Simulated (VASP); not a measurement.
# Ga2Ge2O3 (I2_13) in VASP: single point with r2SCAN

Aim: the single point of Ga2Ge2O3 with r2SCAN.

All numbers are computed with VASP 6.6.1; they aren't measurements. Logs are shortened: lines on timing, memory, paths and dates and some standing lists are left out, and cuts for length are marked.

## Step 1: The crystal as given

Symmetry: I2_13, No. 199, cubic system. Conventional cell: a = 8.627 Å, b = 8.627 Å, c = 8.627 Å, α = 90.00°, β = 90.00°, γ = 90.00°. Ga (site symmetry 3) has 3 O at 2.29 Å as nearest neighbours. Around Ge (site symmetry 3) lie 3 O at 1.96 Å. Around O (site symmetry 2) lie 2 Ge at 1.96 Å.

The cell was built by a generator and needn't be a form met in nature.

## Step 2: Single point, r2SCAN

INCAR reads:

```
SYSTEM = Ga2Ge2O3
PREC = Accurate
ENCUT = 520
EDIFF = 1E-6
ISMEAR = 0
SIGMA = 0.03
LREAL = .FALSE.
LASPH = .TRUE.
NELM = 150
ALGO = Normal
ISIF = 2
LWAVE = .FALSE.
LCHARG = .FALSE.
METAGGA = R2SCAN
LMIXTAU = .TRUE.
NBANDS = 85
KPAR = 4
```

KPOINTS reads:

```
regular mesh
0
G
  4 4 4
  0 0 0
```

POSCAR reads:

```
Ga2Ge2O3                                
1.0
   -4.3132706549      4.3132706549      4.3132706549
    4.3132706549     -4.3132706549      4.3132706549
    4.3132706549      4.3132706549     -4.3132706549
  Ga              Ge              O             
     4     4     6
Direct
     0.5000000000000000    0.0000000000000000    0.0023603681075784
     0.0023603681075784    0.5000000000000000    0.0000000000000000
     0.0000000000000000    0.0023603681075784    0.5000000000000000
     0.4976396318924215    0.4976396318924215    0.4976396318924215
     0.1084760229058621    0.1084760229058621    0.1084760229058621
     1.0000000000000000    0.3915239770941380    0.5000000000000000
     0.5000000000000000    1.0000000000000000    0.3915239770941380
     0.3915239770941380    0.5000000000000000    0.0000000000000000
     0.4049973712453865    0.1549973712453795    0.2500000000000000
     0.0950026287546135    0.3450026287546135    0.7500000000000000
     0.7500000000000000    0.0950026287546135    0.3450026287546135
     0.2500000000000000    0.4049973712453865    0.1549973712453795
     0.3450026287546135    0.7500000000000000    0.0950026287546135
     0.1549973712453795    0.2500000000000000    0.4049973712453865
```

Potentials or basis: VASP PAW PBE potentials, release 64 (Ga_d, Ge_d, O).

Started as:

```bash
$ cat potpaw_PBE.64/Ga_d/POTCAR potpaw_PBE.64/Ge_d/POTCAR potpaw_PBE.64/O/POTCAR > POTCAR
$ mpirun -np 4 vasp_std > vasp.out
```

OUTCAR:

```text
SYSTEM = Ga2Ge2O3
   PREC = Accurate
   ENCUT = 520
   EDIFF = 1E-6
   ISMEAR = 0
   LREAL = .FALSE.
   LASPH = .TRUE.
   NELM = 150
   ISIF = 2
   METAGGA = R2SCAN

 ion  position               nearest neighbor table
   1  0.500  0.000  0.002-   9 2.29  11 2.29  13 2.29   7 2.91
   2  0.002  0.500  0.000-  12 2.29  10 2.29  13 2.29   8 2.91
   3  0.000  0.002  0.500-  14 2.29  11 2.29  10 2.29   6 2.91
   4  0.498  0.498  0.498-   9 2.29  12 2.29  14 2.29   5 2.91
   5  0.108  0.108  0.108-   9 1.96  12 1.96  14 1.96   4 2.91
   6  0.000  0.392  0.500-  14 1.96  11 1.96  10 1.96   3 2.91
   7  0.500  0.000  0.392-   9 1.96  11 1.96  13 1.96   1 2.91
   8  0.392  0.500  0.000-  12 1.96  10 1.96  13 1.96   2 2.91
   9  0.405  0.155  0.250-   7 1.96   5 1.96   1 2.29   4 2.29
  10  0.095  0.345  0.750-   6 1.96   8 1.96   2 2.29   3 2.29
  11  0.750  0.095  0.345-   7 1.96   6 1.96   1 2.29   3 2.29
  12  0.250  0.405  0.155-   8 1.96   5 1.96   2 2.29   4 2.29
  13  0.345  0.750  0.095-   7 1.96   8 1.96   1 2.29   2 2.29
  14  0.155  0.250  0.405-   6 1.96   5 1.96   3 2.29   4 2.29

  LATTYP: Found a body centered cubic cell.
 ALAT       =     8.6265413098

  Lattice vectors:

 A1 = (  -4.3132706549,   4.3132706549,   4.3132706549)
 A2 = (   4.3132706549,  -4.3132706549,   4.3132706549)
 A3 = (   4.3132706549,   4.3132706549,  -4.3132706549)

Analysis of symmetry for initial positions (statically):
=====================================================================
 Subroutine PRICEL returns:
 Original cell was already a primitive cell.

 Routine SETGRP: Setting up the symmetry group for a
 body centered cubic supercell.

 Subroutine GETGRP returns: Found 12 space group operations
 (whereof  3 operations were pure point group operations)
 out of a pool of 48 trial point group operations.

The static configuration has the point symmetry C_3 .
 The point group associated with its full space group is T   .

Analysis of symmetry for dynamics (positions and initial velocities):
=====================================================================
 Subroutine PRICEL returns:
 Original cell was already a primitive cell.

 Routine SETGRP: Setting up the symmetry group for a
 body centered cubic supercell.

 Subroutine GETGRP returns: Found 12 space group operations
 (whereof  3 operations were pure point group operations)
 out of a pool of 48 trial point group operations.

The dynamic configuration has the point symmetry C_3 .
[... 123 lines left out ...]
   EFERMI_NEDOS =   21; number of points for ismear=-14 and -15
   IALGO  =     38    algorithm
   IMIX   =      4    mixing-type and parameters
     AMIX     =   0.40;   BMIX     =  1.00
     AMIX_MAG =   1.60;   BMIX_MAG =  1.00
  volume/ion in A,a.u.               =      22.93       154.72
  Fermi-wavevector in a.u.,A,eV,Ry     =   1.253244  2.368288 21.369588  1.570620
  Thomas-Fermi vector in A             =   2.387106
   LORBIT       =      0    0 simple, 1 ext, 2 COOP (PROOUT), +10 PAW based schemes
   METAGGA = R2SCAN    functional components
   LHFCALC =     F    Hartree Fock is set to
   AEXX    =    0.0000 exact exchange contribution
   IVDW    =     0    specifies the selected vdW correction
   LEPSILON=     F    determine dielectric tensor
   LRPA    =     F    only Hartree local field effects (RPA)
 non-spin polarized calculation
 Gauss-broadening in eV      SIGMA  =   0.03
  energy-cutoff  :      520.00
  volume of cell :      320.98
 maximum number of plane-waves:      8684
   NGX = 27   NGY = 27   NGZ = 27

 number of electron     144.0000044 magnetization

 Free energy of the ion-electron system (eV)
  ---------------------------------------------------
  ext. energy  EPLUGINS =         0.00000000
  ---------------------------------------------------
  free energy    TOTEN  =      -150.04394144 eV

  energy without entropy =     -150.04394144  energy(sigma->0) =     -150.04394144

 E-fermi :   1.2840     XC(G=0):  -8.8376

 val. band max:        1.0904455943   @ k =   0.5000   0.5000   0.5000
 cond. band min:       3.0964904190   @ k =   0.0000   0.0000   0.0000
 fundamental gap:      2.0060448247
 Fermi energy:         1.2840492858

 k-point     1 :       0.0000    0.0000    0.0000
  band No.  band energies     occupation
      1     -23.9306      2.00000
      2     -23.9306      2.00000
      3     -23.8950      2.00000
      4     -23.8950      2.00000
      5     -23.8950      2.00000
      6     -23.8217      2.00000
[... 685 lines left out ...]
     83       5.6339      0.00000
     84       5.6339      0.00000
 [bands above 84 left out]

------------------------ aborting loop because EDIFF is reached ----------------------------------------

  FORCE on cell =-STRESS in cart. coord.  units (eV):
  Direction    XX          YY          ZZ          XY          YZ          ZX
  --------------------------------------------------------------------------------------
  -------------------------------------------------------------------------------------
  Total       -5.6971226     -5.6971226     -5.6971226     -0.0000000     -0.0000000      0.0000000
  in kB      -28.4371469    -28.4371469    -28.4371469     -0.0000000     -0.0000000      0.0000000
  external PRESSURE =     -28.4371469 kB  Pullay stress =       0.0000000 kB

 VOLUME and BASIS-vectors are now :
 -----------------------------------------------------------------------------
  energy-cutoff  :      520.00
  volume of cell :      320.98
      direct lattice vectors                 reciprocal lattice vectors
    -4.313270655  4.313270655  4.313270655     0.000000000  0.115921314  0.115921314
     4.313270655 -4.313270655  4.313270655     0.115921314  0.000000000  0.115921314
     4.313270655  4.313270655 -4.313270655     0.115921314  0.115921314  0.000000000

 POSITION                                       TOTAL-FORCE (eV/Angst)
 -----------------------------------------------------------------------------------
     -2.14645      2.16682      2.14645         0.207305      0.207305     -0.207305
      2.14645     -2.14645      2.16682        -0.207305      0.207305      0.207305
      2.16682      2.14645     -2.14645         0.207305     -0.207305      0.207305
      2.14645      2.14645      2.14645        -0.207305     -0.207305     -0.207305
      0.46789      0.46789      0.46789         0.365744      0.365744      0.365744
      3.84538      0.46789     -0.46789        -0.365744      0.365744     -0.365744
     -0.46789      3.84538      0.46789        -0.365744     -0.365744      0.365744
      0.46789     -0.46789      3.84538         0.365744     -0.365744     -0.365744
     -0.00000      2.15664      1.33709        -0.000000      0.000000     -0.188185
      4.31327      2.15664     -1.33709        -0.000000      0.000000      0.188185
     -1.33709      4.31327      2.15664         0.188185      0.000000     -0.000000
      1.33709     -0.00000      2.15664        -0.188185      0.000000      0.000000
      2.15664     -1.33709      4.31327        -0.000000      0.188185      0.000000
      2.15664      1.33709     -0.00000        -0.000000     -0.188185     -0.000000
 -----------------------------------------------------------------------------------
    total drift:                                0.000391      0.000390      0.000417

  FREE ENERGIE OF THE ION-ELECTRON SYSTEM (eV)
  ---------------------------------------------------
  free  energy   TOTEN  =      -150.0439414353 eV

  energy  without entropy=     -150.0439414353  energy(sigma->0) =     -150.04394144
```

OSZICAR:

```text
N       E                     dE             d eps       ncg     rms          rms(c)
DAV:   1     0.215039450709E+04    0.21504E+04   -0.64324E+04  1694   0.345E+03
DAV:   2     0.457924411188E+03   -0.16925E+04   -0.15974E+04  1384   0.113E+03
[... 17 lines left out ...]
DAV:  20    -0.150043864398E+03   -0.30875E-04   -0.17140E-06  1075   0.800E-03    0.135E-02
DAV:  21    -0.150043848164E+03    0.16234E-04   -0.10812E-06   886   0.837E-03    0.129E-02
DAV:  22    -0.150043897353E+03   -0.49188E-04   -0.17377E-04  1725   0.808E-02    0.332E-02
DAV:  23    -0.150043938541E+03   -0.41188E-04   -0.35313E-05  1504   0.278E-02    0.350E-02
DAV:  24    -0.150043941788E+03   -0.32468E-05   -0.52483E-06  1214   0.121E-02    0.305E-02
DAV:  25    -0.150043941435E+03    0.35232E-06   -0.79739E-06  1366   0.139E-02
   1 F= -.15004394E+03 E0= -.15004394E+03  d E =-.216402E-21
```

stdout:

```text
POSCAR found type information on POSCAR GaGeO
 POSCAR found :  3 types and      14 ions
 scaLAPACK will be used
 -----------------------------------------------------------------------------
|                                                                             |
|                                                                             |
|     You enforced a specific xc type in the INCAR file but a different       |
|     I HOPE YOU KNOW WHAT YOU ARE DOING!                                     |
|                                                                             |
 -----------------------------------------------------------------------------

 LDA part: xc-table for (None), standard interpolation
 POSCAR, INCAR and KPOINTS ok, starting setup
 FFT: planning ... GRIDC
 FFT: planning ... GRID_SOFT
 FFT: planning ... GRID
 WAVECAR not read
 entering main loop
```

It took 4.8 min on 4 MPI ranks of AMD EPYC 9R45 (Zen 5), shared host; peak memory 0.55 GiB.

Results:

| Property | Result |
| --- | --- |
| Free energy | -150.0439 eV |
| Pressure | -2.8 GPa |
| Largest force | 0.633 eV/Å |
| Band gap on the k mesh | 2.01 eV, indirect (least direct gap 2.43 eV) |

Forces on the atoms (eV/Å):
```
Ga   0.207  0.207 -0.207
Ga  -0.207  0.207  0.207
Ga   0.207 -0.207  0.207
Ga  -0.207 -0.207 -0.207
Ge   0.366  0.366  0.366
Ge  -0.366  0.366 -0.366
Ge  -0.366 -0.366  0.366
Ge   0.366 -0.366 -0.366
O    0.000  0.000 -0.188
O    0.000  0.000  0.188
O    0.188  0.000  0.000
O   -0.188  0.000  0.000
O    0.000  0.188  0.000
O    0.000 -0.188  0.000
```

Caveat: the PAW data sets were made with another functional, which shifts forces and pressure a little.
